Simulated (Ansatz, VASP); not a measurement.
# Cross-check of Li2Te2Pt between VASP and Ansatz, part 2 of 2

Aim: how closely do two programs agree when they are given the same cell, functional and k mesh? The cell is generated by rule, not measured, and may not be a known phase. The cell is taken from a series of runs on this material, whose earlier steps may have relaxed, scaled, displaced or heated it; both programs get it as it stands.

VASP 6.6.1 and Ansatz 0.2.0.

So far: The starting structure; VASP: relaxation of cell and atoms, PBEsol.

The structure was built from a prototype and need not be the compound's stable phase.

## 3. Ansatz: relaxation of cell and atoms, PBEsol

Level of this step: Ansatz beside VASP: Kohn-Sham DFT, plane waves, PBEsol (Ansatz).

Ansatz runs on its default PAW (the set named soft_2) files.

The same cell, functional, mesh and smearing now go to Ansatz, which takes its cutoff from its data sets.

File input.yaml:

```yaml
crystal:
  lattice:
    - [-1.9024491464, 3.6562694052, 4.1946368638]
    - [1.9024491464, -3.6562694052, 4.1946368638]
    - [1.9024491464, 3.6562694052, -4.1946368638]
  atoms:
    - { symbol: Li, position: [0.7349851193, 0.2349851193, 0.5] }
    - { symbol: Li, position: [0.2650148807, 0.7650148807, 0.5] }
    - { symbol: Te, position: [0.2480465509, 0.5, 0.7480465509] }
    - { symbol: Te, position: [0.7519534491, 0.5, 0.2519534491] }
    - { symbol: Pt, position: [0.0, 0.0, 0.0] }
kpoints:
  mp_grid: { grid: [12, 12, 12] }
hamiltonian:
  xc: pbesol
scf:
  occupations: { method: methfessel_paxton, width: 0.2 }
output:
  forces: true
  stress: true
  eigenvalues: true
relax:
  adjacent_minimum: "off"
  f_tol: 0.001
  max_steps: 60
  cell: { stress_tol: 0.01 }
```

Command:

```
ansatz run input.yaml --threads 8 --pin off --max-ram 14336MiB --backend cpu --events-out ev --progress --plain --runs-dir out
```

Numbers of over 12 decimals in the logs are rounded to 6 here.

The log of the run:

```text
Engine: ansatz 0.2.0, aarch64-unknown-linux-gnu
Pseudopotentials: kind: paw
Pseudopotential: Li, paw, valence charge 3, recommended cutoff 420 eV (normal), Li.paw.azcp
Pseudopotential: Te, paw, valence charge 16, recommended cutoff 420 eV (normal), Te.paw.azcp
Pseudopotential: Pt, paw, valence charge 18, recommended cutoff 420 eV (normal), Pt.paw.azcp
Functional definition: PBEsol
  exchange = pbesol_x
  correlation = pbesol_c
Crystal: 5 atoms, lattice volume = 116.709 Å³
Basis set: ecut = 420 eV, 2289 PW (Γ), exchange–correlation on 80×80×80 points (8 copies of the dense FFT grid, shifted against one another)
Bands: 34, of which v1, the nominal top of the filled ones, is band 28 counted from 1 (27 counted from 0)
Symmetry: 8 space group operations
Space group: Immm (ITA 71), of the structure as read, at distance tolerance 4.9e-5 Å
k-points: 280 of 1728
Non-local potential: Li, projectors of the file, l = 0: 3, l = 1: 2, l = 2: 1
Non-local potential: Te, projectors of the file, l = 0: 2, l = 1: 2, l = 2: 2, l = 3: 2
Non-local potential: Pt, projectors of the file, l = 0: 3, l = 1: 2, l = 2: 2, l = 3: 1
PAW form: soft (Blöchl's): semilocal exchange-correlation on the pseudo side does not see the compensation charge
PAW frozen core: Te, regenerated for the run's functional, and the local potential with it (the file was generated under x = pbe(κ = 0.804, μ = 0.219515), c = pbe(β = 0.066725))
PAW frozen core: Pt, regenerated for the run's functional, and the local potential with it (the file was generated under x = pbe(κ = 0.804, μ = 0.219515), c = pbe(β = 0.066725))
PAW one-centre angular grid: Li, 110 points (default); XC on 64 Gauss nodes
PAW one-centre angular grid: Te, 590 points (default); XC on 64 Gauss nodes
PAW one-centre angular grid: Pt, 590 points (default); XC on 64 Gauss nodes
Initial density: superposition of atomic densities (neutral atoms: chi_scale 0, normalization atom), corrected by the library's trained network
Initial wavefunctions: pseudopotential atomic-orbital guess
Functional: x = pbesol(κ = 0.804, μ = 0.123457), c = pbesol(β = 0.046)
SCF iter   1: F=—  HF=-26595.837850 eV  |F-HF|=—  |Δ(HF+E_count)|=         —  Δρ=3.19e-3  dr2=9.35e-3  ethr=1.77e-3  ⟨swp⟩=6.5  Hψ=40245  notcnv=0
preconditioner: auto → Kerker (q_TF=auto, 2.414 Å⁻¹)  [metal: Δε(μ)=0.009 eV  Ē_g=7.955 eV  σ=0.200 eV  W_gap=0.04  n_scr=32 (ndim 8)  ℏωp=16.8 eV  f_vac=0.001  D(μ)=0.49/eV (n_scr^D=0)]
SCF iter   2: F=—  HF=-26595.835771 eV  |F-HF|=—  |Δ(HF+E_count)|=   2.08e-3  S|Δr|=    0.00e0  Δρ=1.69e-3  dr2=4.59e-3  ethr=1.67e-5  ⟨swp⟩=2.1  Hψ=15140  notcnv=0
SCF iter   3: F=—  HF=-26595.834701 eV  |F-HF|=—  |Δ(HF+E_count)|=   1.07e-3  S|Δr|=    0.00e0  Δρ=4.44e-4  dr2=8.01e-4  ethr=8.19e-6  ⟨swp⟩=2.1  Hψ=15662  notcnv=0
SCF iter   4: F=—  HF=-26595.834545 eV  |F-HF|=—  |Δ(HF+E_count)|=   1.56e-4  S|Δr|=    0.00e0  Δρ=1.90e-4  dr2=1.14e-4  ethr=1.43e-6  ⟨swp⟩=2.0  Hψ=11914  notcnv=0
SCF iter   5: F=—  HF=-26595.834532 eV  |F-HF|=—  |Δ(HF+E_count)|=   1.22e-5  S|Δr|=    0.00e0  Δρ=9.49e-5  dr2=1.70e-5  ethr=2.04e-7  ⟨swp⟩=2.1  Hψ=11709  notcnv=0
SCF iter   6: F=—  HF=-26595.834553 eV  |F-HF|=—  |Δ(HF+E_count)|=   2.06e-5  S|Δr|=    0.00e0  Δρ=4.32e-5  dr2=3.28e-6  ethr=3.04e-8  ⟨swp⟩=2.0  Hψ=16412  notcnv=0
SCF iter   7: F=—  HF=-26595.834553 eV  |F-HF|=—  |Δ(HF+E_count)|=   1.62e-7  S|Δr|=    0.00e0  Δρ=1.23e-5  dr2=2.69e-7  ethr=5.85e-9  ⟨swp⟩=2.0  Hψ=11901  notcnv=0
SCF iter   8: F=-26595.834553 eV  HF=-26595.834553 eV  |F-HF|=6.40e-10  |Δ(HF+E_count)|=   4.59e-8  S|Δr|=    0.00e0  Δρ=4.43e-6  dr2=3.48e-8  ethr=1.79e-10  ⟨swp⟩=10.0  Hψ=41807  notcnv=0
SCF 1 converged in 8 iterations: F = -26595.834553 eV  dr2 = 3.48e-8
  greatest PAW one-centre occupation: 1.000 electrons in one spin orbital (limit 2), on the Pt atom at site 4 (counted from 0), in its partial waves of l = 0
relax step   1: F+E_penalty+E_count = -26595.83455299 eV  Δ(F+E_penalty+E_count) = +0.000e0 eV  max|allowed force component| = 4.268e-3 eV/Å  Δτ_max = 0.0000 Å  P = -0.038 GPa  Ω = 116.709 Å³  (8 SCF iters, dr2 threshold 1.00e-7 eV, accepted)
[...]
relax step   4: F+E_penalty+E_count = -26595.83458454 eV  Δ(F+E_penalty+E_count) = +2.352e-5 eV  max|allowed force component| = 6.581e-4 eV/Å  Δτ_max = 0.0000 Å  P = +0.003 GPa  Ω = 116.544 Å³  stress off target by 1.04e-2 GPa  SCF on the basis re-selected at this cell (its energy is not comparable with the rows above)  (7 SCF iters)
[...]
relax step   5: F+E_penalty+E_count = -26595.83458174 eV  Δ(F+E_penalty+E_count) = +2.805e-6 eV  max|allowed force component| = 2.998e-4 eV/Å  Δτ_max = 0.0005 Å  P = -0.006 GPa  Ω = 116.561 Å³  energy of the carried Pulay correction = -3.711e-6 eV  (6 SCF iters, dr2 threshold 2.71e-10 eV, accepted)
[...]
relax step   6: F+E_penalty+E_count = -26595.83458518 eV  Δ(F+E_penalty+E_count) = -3.443e-6 eV  max|allowed force component| = 2.979e-4 eV/Å  Δτ_max = 0.0000 Å  P = -0.006 GPa  Ω = 116.561 Å³  stress off target by 8.62e-3 GPa  SCF on the basis re-selected at this cell (its energy is not comparable with the rows above)  (6 SCF iters)
basis re-selected at this cell: Δ(F+E_penalty+E_count) = -3.443e-6 eV, ΔP = -0.000 GPa vs the last step (what re-selecting the basis moved, of the pressure what is left beyond the Pulay correction that the steps carried, after the strain that the cell walked since its last selection, with what the two solves' SCF thresholds leave and, on support functions, any second-order correction that the steps lacked; it is no m [...]
SCF converged after 6 iterations
Stability not checked: this state was not tested for a lower state beside it, because cold or Methfessel-Paxton smearing, or corrected tetrahedra, fill the levels in a way that the test cannot read (fill_not_monotonic; see scf.lower_state_search)
Free energy (F): -26595.834585 eV
Harris-Foulkes:  -26595.834585 eV  (|F-HF|=1.46e-11)
Internal energy: -26595.837364 eV  (E = F + TS)
E sigma→0 (E₀):  -26595.835280 eV
Entropy (-TS):   0.002779 eV (0.556 meV/atom)
Fermi energy:    8.313187 eV
--- Per-component energies (eV) ---
  E_band       = -1062.142520
  E_kinetic    = 1046.902048
  E_local      = -6277.347099  (includes V_loc(G=0)·N_el)
  E_nonlocal   = -477.951673
  E_hartree    = 3132.116473
  E_xc         = -529.289722
  E_vxc        = -539.609868  (∫ρ·V_xc dr)
  E_paw        = -18526.933995  (= ΣΔE_a)
  E_vpaw       = -1078.368717  (= ΣTr[D̂ρ^β])
  E_aug_tail   = -0.000150  (compensation charges beyond the density's cutoff)
  E_ewald      = -4964.369859
  E_core_change = 1.036612  (= ΣΔE_core)
  E_smearing   = 0.002779  (= −TS)
  E_closure    = 0.000000  (closes the sum)
  Σ components = -26595.834585   (vs F -26595.834585, Δ=0.00e0)
--- Forces (eV/Å), atoms counted from 1 ---
  atom   1  Li    -0.00000000    -0.00000000     0.00029792
  atom   2  Li     0.00000000     0.00000000    -0.00029792
  atom   3  Te     0.00000000    -0.00008148     0.00000000
  atom   4  Te    -0.00000000     0.00008148    -0.00000000
  atom   5  Pt    -0.00000000     0.00000000     0.00000000
  max |Σ_I F_I| component: 5.42e-20 eV/Å
--- Stress (GPa, compression-positive) ---
       -0.008619       0.000000      -0.000000
        0.000000      -0.006044      -0.000000
       -0.000000      -0.000000      -0.002083
  P = ⅓ Tr σ = -0.0056 GPa (-0.056 kbar)
--- Band table (eV; the first three rows and the last of 280) ---
  k-point 0: bands = [... 24 lower, 6.1952, 7.4996, 7.6706, 7.7967, 9.3921, 10.8083, 10.8687, 12.5833, ... 2 higher]
  k-point 1: bands = [... 24 lower, 6.5148, 7.2736, 7.4566, 7.7756, 9.4952, 10.2360, 11.2741, 12.6815, ... 2 higher]
  k-point 2: bands = [... 24 lower, 6.7066, 6.9505, 7.3697, 7.5837, 9.3199, 9.7668, 11.8718, 12.1366, ... 2 higher]
  k-point 279: bands = [... 24 lower, 5.9359, 7.2608, 8.1946, 8.6026, 11.1431, 11.2464, 11.6550, 12.1563, ... 2 higher]
--- Relaxed structure (4 steps of the walk, 4 accepted, 2 SCFs on fresh bases) ---
  F+E_penalty+E_count = -26595.83458518 eV   max|allowed force component| = 2.979e-4 eV/Å   (the final SCF, on the basis selected at the relaxed cell)
  cell:  # Å, volume = 116.5615 Å³
    - [-1.901652, 3.657806, 4.189318]
    - [1.901652, -3.657806, 4.189318]
    - [1.901652, 3.657806, -4.189318]
  atoms:
    - { symbol: Li, position: [0.734735, 0.234735, 0.5] }
    - { symbol: Li, position: [0.265265, 0.765265, 0.5] }
    - { symbol: Te, position: [0.247988, 0.500000, 0.747988] }
    - { symbol: Te, position: [0.752012, 0.5, 0.252012] }
    - { symbol: Pt, position: [0, 0, 0] }
```

In the SCF lines HF is the Harris–Foulkes energy and dr2 the Hartree energy of the density residual, in eV; the loop may stop once dr2 is under the threshold and the program's other checks hold. Hψ counts applications of the Hamiltonian.

## 4. Side by side

Known differences besides the potentials themselves: the data sets hold 56 valence electrons in Ansatz (on its default PAW (the set named soft_2) files) and 28 in VASP; the cutoff is 420 eV in Ansatz and 750 eV in VASP; Ansatz makes its cores anew for this functional, VASP keeps those of its PBE data sets; Ansatz adds a Pulay correction to the stress that steers its cell, VASP none. Total energies have different zeros and are not compared.

Compared:

```tsv
quantity	Ansatz	VASP	difference
volume (Å³)	116.56	116.59	-0.02 %
edge a after relaxation, in the typed setting (Å)	5.878	5.880	-0.04 %
```

## 5. Outcome

| Property | Result |
| --- | --- |
| difference in edge a after relaxation, in the typed setting (relaxation of cell and atoms, PBEsol) | -0.036 % |

In words: The difference in edge a after relaxation, in the typed setting is -0.036 % (relaxation of cell and atoms, PBEsol), within the 1.2 % picked in this series as the mark of a large difference, as far as the stopping tolerances let one tell. The data sets hold unlike numbers of valence electrons (56 in Ansatz and 28 in VASP), so part of the differences comes from the potentials. How closely two codes agree says nothing of how well the functional describes the real material.

[Lines on the potential files, build, host, timing and source positions are cut from VASP's logs without a mark.]

[Logs are printed without paths, hosts, clocks, repeated set-up lines and the standing remarks that a program may print on its own settings, such as how far it seeks lower states.]

[Hosts, paths, dates, database ids (printed as entryN), source tags and the programs' standing remarks are cut or masked in the printed files.]
